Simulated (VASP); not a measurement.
# Te: the band gap, functional by functional, part 2 of 3

How does the band gap of Te depend on the functional? The starting structure is a measured crystal structure from the Crystallography Open Database. Cell and atoms stay as given. Meshes and data sets differ where the inputs say so.

VASP 6.6.1.

Results so far: LDA 0.086 eV; PBE 0.142 eV; r2SCAN 0.305 eV.

**5. Bands with TB-mBJ**

Level of this step: TB-mBJ; plane waves and PAW (Te) (VASP).

TB-mBJ is a local potential fitted to gaps: it costs far less than a hybrid but gives no energy. Its energies, forces and stress mean nothing.

Contents of INCAR:

```
SYSTEM = Te
PREC = Accurate
ENCUT = 350
EDIFF = 1E-06
NELM = 150
ISMEAR = 0
SIGMA = 0.03
LREAL = .FALSE.
ALGO = Normal
METAGGA = MBJ
LASPH = .TRUE.
NBANDS = 22
LORBIT = 11
LWAVE = .FALSE.
LCHARG = .FALSE.
KPAR = 4
```

Contents of POSCAR:

```
Te
1.0
    4.4572000000      0.0000000000      0.0000000000
   -2.2286000000      3.8600484297      0.0000000000
    0.0000000000      0.0000000000      5.9290000000
Te
3
Direct
    0.7367000000      0.7367000000      0.0000000000
    0.0000000000      0.2633000000      0.6666666667
    0.2633000000      0.0000000000      0.3333333333
```

Contents of KPOINTS:

```
Automatic mesh
0
Gamma
6 6 4
0 0 0
```

Contents of KPOINTS_OPT:

```
Line mode
10
Line-mode
Reciprocal
  0.00000000   0.00000000   0.00000000 GAMMA
  0.50000000   0.00000000   0.00000000 M

  0.50000000   0.00000000   0.00000000 M
  0.33333333   0.33333333   0.00000000 K

  0.33333333   0.33333333   0.00000000 K
  0.00000000   0.00000000   0.00000000 GAMMA

  0.00000000   0.00000000   0.00000000 GAMMA
  0.00000000   0.00000000   0.50000000 A

  0.00000000   0.00000000   0.50000000 A
  0.50000000   0.00000000   0.50000000 L

  0.50000000   0.00000000   0.50000000 L
  0.33333333   0.33333333   0.50000000 H

  0.33333333   0.33333333   0.50000000 H
  0.00000000   0.00000000   0.50000000 A

  0.50000000   0.00000000   0.50000000 L
  0.50000000   0.00000000   0.00000000 M

  0.33333333   0.33333333   0.00000000 K
  0.33333333   0.33333333   0.50000000 H
```

Potentials, in the order of the species: Te (PBE family, release 64).

The run is started by

```
$ mpirun -np 4 vasp_std
```

Output:

```text
[banner, memory and clock lines left out]
running    4 mpi-ranks, on    1 nodes
[...]
[... a notice as in an earlier step ...]

 LDA part: xc-table for (None), standard interpolation
 POSCAR, INCAR and KPOINTS ok, starting setup
[...]
entering main loop
       N       E                     dE             d eps       ncg     rms          rms(c)
DAV:   1     0.103304813624E+04    0.10330E+04   -0.47572E+03  1056   0.469E+02
DAV:   2     0.974661220041E+03   -0.58387E+02   -0.54771E+02  1370   0.972E+01
DAV:   3     0.971313074247E+03   -0.33481E+01   -0.33192E+01  1302   0.232E+01
DAV:   4     0.971268529511E+03   -0.44545E-01   -0.44539E-01  1194   0.315E+00
[...]
DAV:  18     0.973328267351E+03   -0.24825E-04   -0.60659E-09   648   0.424E-04    0.787E-04
DAV:  19     0.973328253704E+03   -0.13646E-04   -0.17434E-09   642   0.214E-04    0.480E-04
DAV:  20     0.973328252741E+03   -0.96306E-06   -0.46148E-10   630   0.110E-04
   1 F= 0.97332825E+03 E0= 0.97332825E+03  d E =-.397512E-22
 Start KPOINTS_OPT (optional k-point list driver)
k-point batch [1-24\90]
       N       E                     dE             ncg
DAV:   1     0.159270364821E+04   -0.61280E+04     1056
DAV:   2     0.111067252976E+03   -0.14816E+04     1374
DAV:   3     0.276154171933E+02   -0.83452E+02     1314
DAV:   4     0.263076782583E+02   -0.13077E+01     1288
DAV:   5     0.262752610954E+02   -0.32417E-01     1372
DAV:   6     0.262740224213E+02   -0.12387E-02     1368
DAV:   7     0.262739839797E+02   -0.38442E-04     1362
DAV:   8     0.262739824072E+02   -0.15725E-05     1048
DAV:   9     0.262739823441E+02   -0.63052E-07      882
[...]
k-point batch [73-90\90]
       N       E                     dE             ncg
DAV:   1     0.284339932342E+04   -0.68182E+04      792
DAV:   2     0.177389346911E+04   -0.10695E+04     1030
DAV:   3     0.171790006062E+04   -0.55993E+02     1012
DAV:   4     0.171702965801E+04   -0.87040E+00      980
DAV:   5     0.171700796475E+04   -0.21693E-01     1060
DAV:   6     0.171700718041E+04   -0.78434E-03      990
DAV:   7     0.171700715044E+04   -0.29965E-04     1034
DAV:   8     0.171700714924E+04   -0.12005E-05      762
DAV:   9     0.171700714918E+04   -0.59470E-07      714
```

It took 51 s on 4 MPI ranks of AMD EPYC 7R43, shared host; peak memory 0.68 GiB; 3.4 min of CPU time.

From OUTCAR (step 5):

```text
  Total       59.8970639     59.8970639     62.0332375      0.0000000     -0.0000000     -0.0000000
  in kB      940.7620520    940.7620520    974.3134649      0.0000000     -0.0000000     -0.0000000
  external PRESSURE =     951.9458563 kB  Pullay stress =       0.0000000 kB

 POSITION                                       TOTAL-FORCE (eV/Angst)
 -----------------------------------------------------------------------------------
      1.64181      2.84370      0.00000        -0.584266     -1.011979      0.000000
     -0.58679      1.01635      3.95267        -0.584266      1.011979      0.000000
      1.17358      0.00000      1.97633         1.168533     -0.000000      0.000000
 -----------------------------------------------------------------------------------
    total drift:                                0.000002      0.000003      0.000000

  FREE ENERGIE OF THE ION-ELECTRON SYSTEM (eV)
  ---------------------------------------------------
  free  energy   TOTEN  =       973.3282527412 eV

  energy  without entropy=      973.3282527412  energy(sigma->0) =      973.32825274

[... 2 parts as in an earlier step ...]

[... 1 further part left out ...]
[key lines of the parts left out:]
E-fermi :   5.9295
```

TB-mBJ gives a least gap of 0.373 eV, and a least direct gap of 0.399 eV. The least gap is +0.287 eV from that of LDA.

**6. Bands with LDA + spin-orbit coupling**

Spin-orbit coupling is switched on in this step.

Contents of INCAR:

```
SYSTEM = Te
PREC = Accurate
ENCUT = 350
EDIFF = 1E-06
NELM = 100
ISMEAR = 0
SIGMA = 0.03
LREAL = .FALSE.
ALGO = Normal
GGA = CA
LNONCOLLINEAR = .TRUE.
MAGMOM = 0 0 0 0 0 0 0 0 0
NBANDS = 30
GGA_COMPAT = .FALSE.
LASPH = .TRUE.
LSORBIT = .TRUE.
LORBIT = 11
LWAVE = .FALSE.
LCHARG = .FALSE.
KPAR = 4
```

POSCAR is that of step 5.

KPOINTS is that of step 5.

KPOINTS_OPT is that of step 5.

PAW data sets: Te (LDA family, release 64).

The run is started by

```
$ mpirun -np 4 vasp_ncl
```

Output:

```text
[... set-up lines as in an earlier step ...]
 entering main loop
       N       E                     dE             d eps       ncg     rms          rms(c)
DAV:   1     0.644081558831E+02    0.64408E+02   -0.50898E+03  2040   0.701E+02
DAV:   2    -0.626910649071E+01   -0.70677E+02   -0.67583E+02  2676   0.132E+02
DAV:   3    -0.116266157585E+02   -0.53575E+01   -0.53073E+01  2518   0.390E+01
DAV:   4    -0.117433189871E+02   -0.11670E+00   -0.11666E+00  2544   0.683E+00
[...]
DAV:   9    -0.116938969037E+02    0.44084E-03   -0.79461E-04  2172   0.171E-01    0.101E-01
DAV:  10    -0.116939055715E+02   -0.86678E-05   -0.19128E-04  2430   0.738E-02    0.412E-02
DAV:  11    -0.116939062984E+02   -0.72696E-06   -0.56691E-06  2308   0.144E-02
   1 F= -.11693906E+02 E0= -.11693788E+02  d E =-.235878E-03  mag=     0.0000    -0.0000     0.0000
 Start KPOINTS_OPT (optional k-point list driver)
k-point batch [1-34\90]
       N       E                     dE             ncg
DAV:   1     0.266075537699E+04   -0.49659E+04     2040
DAV:   2     0.258466070008E+03   -0.24023E+04     2706
DAV:   3     0.775192161070E+02   -0.18095E+03     2524
DAV:   4     0.735427151073E+02   -0.39765E+01     2550
DAV:   5     0.734742812674E+02   -0.68434E-01     2424
DAV:   6     0.734710957523E+02   -0.31855E-02     2676
DAV:   7     0.734710617309E+02   -0.34021E-04     2418
DAV:   8     0.734710607572E+02   -0.97369E-06     1634
[...]
k-point batch [69-90\90]
       N       E                     dE             ncg
DAV:   1     0.616666100717E+04   -0.72789E+04     1320
DAV:   2     0.464599327916E+04   -0.15207E+04     1754
DAV:   3     0.453504918999E+04   -0.11094E+03     1600
DAV:   4     0.453254797363E+04   -0.25012E+01     1598
DAV:   5     0.453249425011E+04   -0.53724E-01     1516
DAV:   6     0.453249132305E+04   -0.29271E-02     1700
DAV:   7     0.453249129925E+04   -0.23798E-04     1494
DAV:   8     0.453249129857E+04   -0.67715E-06     1080
```

Wall time 2 min (4 MPI ranks); peak memory 1.2 GiB.

From OUTCAR (step 6):

```text
  Total       -0.7563097     -0.7563097     -0.3754060      0.0000000      0.0000000      0.0000000
  in kB      -11.8788371    -11.8788371     -5.8962450      0.0000000      0.0000000      0.0000000
  external PRESSURE =      -9.8846397 kB  Pullay stress =       0.0000000 kB

 POSITION                                       TOTAL-FORCE (eV/Angst)
 -----------------------------------------------------------------------------------
      1.64181      2.84370      0.00000        -0.130043     -0.225241      0.000000
     -0.58679      1.01635      3.95267        -0.130043      0.225241     -0.000000
      1.17358      0.00000      1.97633         0.260086      0.000000      0.000000
 -----------------------------------------------------------------------------------
    total drift:                               -0.000000     -0.000000     -0.000000

  FREE ENERGIE OF THE ION-ELECTRON SYSTEM (eV)
  ---------------------------------------------------
  free  energy   TOTEN  =       -11.6939062984 eV

  energy  without entropy=      -11.6936704202  energy(sigma->0) =      -11.69378836

 magnetization (x)
# of ion       s       p       d       tot
------------------------------------------
    1        0.000   0.000   0.000   0.000
    2        0.000   0.000   0.000   0.000
    3       -0.000  -0.000  -0.000  -0.000
--------------------------------------------------
tot         -0.000   0.000   0.000   0.000

 magnetization (y)
# of ion       s       p       d       tot
------------------------------------------
    1        0.000   0.000   0.000   0.000
    2       -0.000  -0.000  -0.000  -0.000
    3       -0.000   0.000   0.000  -0.000
--------------------------------------------------
tot         -0.000   0.000   0.000  -0.000

 magnetization (z)
# of ion       s       p       d       tot
------------------------------------------
    1        0.000   0.000   0.000   0.000
    2       -0.000  -0.000  -0.000  -0.000
    3        0.000   0.000   0.000   0.000
--------------------------------------------------
tot         -0.000   0.000  -0.000  -0.000

[... 1 part as in an earlier step ...]

[... 2 further parts left out ...]
[key lines of the parts left out:]
E-fermi :   5.9123
```

LDA + spin-orbit coupling gives no gap.

**7. Bands with r2SCAN + spin-orbit coupling**

INCAR: that of step 6 with these lines changed.

```diff
@@ -9,3 +9,4 @@
 ALGO = Normal
-GGA = CA
+METAGGA = R2SCAN
+LASPH = .TRUE.
 LNONCOLLINEAR = .TRUE.
@@ -14,3 +15,2 @@
 GGA_COMPAT = .FALSE.
-LASPH = .TRUE.
 LSORBIT = .TRUE.
```

POSCAR is that of step 6.

KPOINTS is that of step 6.

KPOINTS_OPT is that of step 6.

Potentials, in the order of the species: Te (PBE family, release 64).

The run is started by

```
$ mpirun -np 4 vasp_ncl
```

Output:

```text
[... set-up lines as in an earlier step ...]
 entering main loop
       N       E                     dE             d eps       ncg     rms          rms(c)
DAV:   1    -0.317995498991E+01   -0.31800E+01   -0.52648E+03  2040   0.723E+02
DAV:   2    -0.744112473765E+02   -0.71231E+02   -0.68091E+02  2666   0.136E+02
DAV:   3    -0.795070133117E+02   -0.50958E+01   -0.50471E+01  2504   0.384E+01
DAV:   4    -0.795947009560E+02   -0.87688E-01   -0.87656E-01  2462   0.607E+00
[...]
DAV:  12    -0.765397148562E+02   -0.41036E-05   -0.33701E-06  2394   0.141E-02    0.116E-02
DAV:  13    -0.765397162541E+02   -0.13979E-05   -0.35895E-06  2148   0.145E-02    0.818E-03
DAV:  14    -0.765397164980E+02   -0.24393E-06   -0.14627E-07  1206   0.261E-03
   1 F= -.76539716E+02 E0= -.76539714E+02  d E =-.526834E-05  mag=     0.0000    -0.0000     0.0000
 Start KPOINTS_OPT (optional k-point list driver)
k-point batch [1-34\90]
       N       E                     dE             ncg
DAV:   1     0.260706434077E+04   -0.50196E+04     2040
DAV:   2     0.125484221936E+03   -0.24816E+04     2686
DAV:   3    -0.474033101415E+02   -0.17289E+03     2522
DAV:   4    -0.506812329071E+02   -0.32779E+01     2502
DAV:   5    -0.507414887789E+02   -0.60256E-01     2396
DAV:   6    -0.507445855625E+02   -0.30968E-02     2644
DAV:   7    -0.507446200084E+02   -0.34446E-04     2402
DAV:   8    -0.507446213875E+02   -0.13790E-05     1648
DAV:   9    -0.507446215445E+02   -0.15705E-06     1546
[...]
k-point batch [69-90\90]
       N       E                     dE             ncg
DAV:   1     0.612898329548E+04   -0.73166E+04     1320
DAV:   2     0.456089592870E+04   -0.15681E+04     1746
DAV:   3     0.445394672805E+04   -0.10695E+03     1580
DAV:   4     0.445186709138E+04   -0.20796E+01     1568
DAV:   5     0.445180975565E+04   -0.57336E-01     1542
DAV:   6     0.445180696261E+04   -0.27930E-02     1680
DAV:   7     0.445180693360E+04   -0.29006E-04     1512
DAV:   8     0.445180693239E+04   -0.12158E-05     1090
DAV:   9     0.445180693226E+04   -0.12567E-06      916
```

It took 11 min on 4 MPI ranks; peak memory 1.4 GiB.

From OUTCAR (step 7):

```text
  Total        1.0234559      1.0234559      1.2634397      0.0000000      0.0000000     -0.0000000
  in kB       16.0747187     16.0747187     19.8439792      0.0000000      0.0000000     -0.0000000
  external PRESSURE =      17.3311389 kB  Pullay stress =       0.0000000 kB

 POSITION                                       TOTAL-FORCE (eV/Angst)
 -----------------------------------------------------------------------------------
      1.64181      2.84370      0.00000        -0.061480     -0.106486      0.000000
     -0.58679      1.01635      3.95267        -0.061480      0.106486      0.000000
      1.17358      0.00000      1.97633         0.122960     -0.000000     -0.000000
 -----------------------------------------------------------------------------------
    total drift:                                0.000000      0.000000     -0.000000

  FREE ENERGIE OF THE ION-ELECTRON SYSTEM (eV)
  ---------------------------------------------------
  free  energy   TOTEN  =       -76.5397164980 eV

  energy  without entropy=      -76.5397112296  energy(sigma->0) =      -76.53971386

 magnetization (x)
# of ion       s       p       d       tot
------------------------------------------
    1        0.000   0.000   0.000   0.000
    2        0.000   0.000   0.000   0.000
    3       -0.000  -0.000  -0.000  -0.000
--------------------------------------------------
tot         -0.000   0.000   0.000  -0.000

 magnetization (y)
# of ion       s       p       d       tot
------------------------------------------
    1        0.000   0.000   0.000   0.000
    2       -0.000  -0.000  -0.000  -0.000
    3        0.000  -0.000   0.000  -0.000
--------------------------------------------------
tot          0.000  -0.000   0.000  -0.000

 magnetization (z)
# of ion       s       p       d       tot
------------------------------------------
    1        0.000   0.000   0.000   0.000
    2        0.000   0.000  -0.000   0.000
    3       -0.000   0.000   0.000   0.000
--------------------------------------------------
tot          0.000   0.000   0.000   0.000

[... 2 parts as in an earlier step ...]

[... 1 further part left out ...]
[key lines of the parts left out:]
E-fermi :   6.0451
```

r2SCAN + spin-orbit coupling gives a direct gap of 0.122 eV. Read at the sampled points alone, a gap this small can hide bands that cross between them, as inverted bands do. The least gap is -0.183 eV from that of r2SCAN.

**8. Bands with TB-mBJ + spin-orbit coupling**

INCAR: that of step 7 with these lines changed.

```diff
@@ -4,3 +4,3 @@
 EDIFF = 1E-06
-NELM = 100
+NELM = 150
 ISMEAR = 0
@@ -9,3 +9,3 @@
 ALGO = Normal
-METAGGA = R2SCAN
+METAGGA = MBJ
 LASPH = .TRUE.
```

POSCAR is that of step 7.

KPOINTS is that of step 7.

KPOINTS_OPT is that of step 7.

The run is started by

```
$ mpirun -np 4 vasp_ncl
```

Output:

```text
[... set-up lines as in an earlier step ...]
 entering main loop
       N       E                     dE             d eps       ncg     rms          rms(c)
DAV:   1     0.104220616712E+04    0.10422E+04   -0.51000E+03  2040   0.703E+02
DAV:   2     0.975814549502E+03   -0.66392E+02   -0.63313E+02  2648   0.130E+02
DAV:   3     0.971048284735E+03   -0.47663E+01   -0.47213E+01  2510   0.362E+01
DAV:   4     0.970967107434E+03   -0.81177E-01   -0.81143E-01  2406   0.558E+00
[...]
DAV:  24     0.972971816858E+03   -0.36379E-05   -0.77637E-11  1050   0.631E-05    0.730E-05
DAV:  25     0.972971814621E+03   -0.22372E-05   -0.32854E-11  1056   0.413E-05    0.392E-05
DAV:  26     0.972971814802E+03    0.18078E-06   -0.11454E-11  1056   0.258E-05
   1 F= 0.97297181E+03 E0= 0.97297181E+03  d E =-.159350E-07  mag=    -0.0000     0.0000    -0.0000
 Start KPOINTS_OPT (optional k-point list driver)
k-point batch [1-34\90]
       N       E                     dE             ncg
DAV:   1     0.269596422308E+04   -0.49307E+04     2040
DAV:   2     0.284817594036E+03   -0.24111E+04     2686
DAV:   3     0.114059005698E+03   -0.17076E+03     2522
DAV:   4     0.110843270308E+03   -0.32157E+01     2430
DAV:   5     0.110776669494E+03   -0.66601E-01     2450
DAV:   6     0.110773736102E+03   -0.29334E-02     2604
DAV:   7     0.110773659053E+03   -0.77049E-04     2466
DAV:   8     0.110773655112E+03   -0.39413E-05     1750
DAV:   9     0.110773654927E+03   -0.18463E-06     1564
[...]
k-point batch [69-90\90]
       N       E                     dE             ncg
DAV:   1     0.619206405887E+04   -0.72535E+04     1320
DAV:   2     0.466738975829E+04   -0.15247E+04     1746
DAV:   3     0.456215368894E+04   -0.10524E+03     1592
DAV:   4     0.456015052038E+04   -0.20032E+01     1542
DAV:   5     0.456009620187E+04   -0.54319E-01     1520
DAV:   6     0.456009377472E+04   -0.24271E-02     1630
DAV:   7     0.456009370286E+04   -0.71853E-04     1544
DAV:   8     0.456009369914E+04   -0.37215E-05     1194
DAV:   9     0.456009369896E+04   -0.18661E-06      908
```

It took 4.7 min on 4 MPI ranks; peak memory 1.5 GiB; 19 min of CPU time.

From OUTCAR (step 8):

```text
  Total       60.1346930     60.1346930     62.3984932      0.0000000      0.0000000      0.0000000
  in kB      944.4943289    944.4943288    980.0502851      0.0000000      0.0000000      0.0000000
  external PRESSURE =     956.3463143 kB  Pullay stress =       0.0000000 kB

 POSITION                                       TOTAL-FORCE (eV/Angst)
 -----------------------------------------------------------------------------------
      1.64181      2.84370      0.00000        -0.589835     -1.021625      0.000000
     -0.58679      1.01635      3.95267        -0.589835      1.021625      0.000000
      1.17358      0.00000      1.97633         1.179671     -0.000000     -0.000000
 -----------------------------------------------------------------------------------
    total drift:                               -0.000000     -0.000000     -0.000000

  FREE ENERGIE OF THE ION-ELECTRON SYSTEM (eV)
  ---------------------------------------------------
  free  energy   TOTEN  =       972.9718148019 eV

  energy  without entropy=      972.9718148178  energy(sigma->0) =      972.97181481

 magnetization (x)
# of ion       s       p       d       tot
------------------------------------------
    1        0.000   0.000   0.000   0.000
    2        0.000   0.000   0.000   0.000
    3       -0.000  -0.000  -0.000  -0.000
--------------------------------------------------
tot         -0.000   0.000  -0.000   0.000

 magnetization (y)
# of ion       s       p       d       tot
------------------------------------------
    1        0.000   0.000   0.000   0.000
    2       -0.000  -0.000  -0.000  -0.000
    3       -0.000  -0.000   0.000  -0.000
--------------------------------------------------
tot         -0.000  -0.000   0.000  -0.000

 magnetization (z)
# of ion       s       p       d       tot
------------------------------------------
    1        0.000   0.000   0.000   0.000
    2       -0.000   0.000   0.000  -0.000
    3        0.000  -0.000   0.000  -0.000
--------------------------------------------------
tot          0.000  -0.000   0.000  -0.000

[... 2 parts as in an earlier step ...]

[... 1 further part left out ...]
[key lines of the parts left out:]
E-fermi :   6.0495
```

TB-mBJ + spin-orbit coupling gives a direct gap of 0.189 eV. The least gap is -0.184 eV from that of TB-mBJ.

(Continued in part 3 of 3.)

[Lines on the potential files, build, host, timing and source positions are cut from VASP's logs without a mark.]

[Logs are printed without paths, hosts, clocks, repeated set-up lines and the standing remarks that a program may print on its own settings, such as how far it seeks lower states.]

[Hosts, paths, dates, database ids (printed as entryN), source tags and the programs' standing remarks are cut or masked in the printed files.]
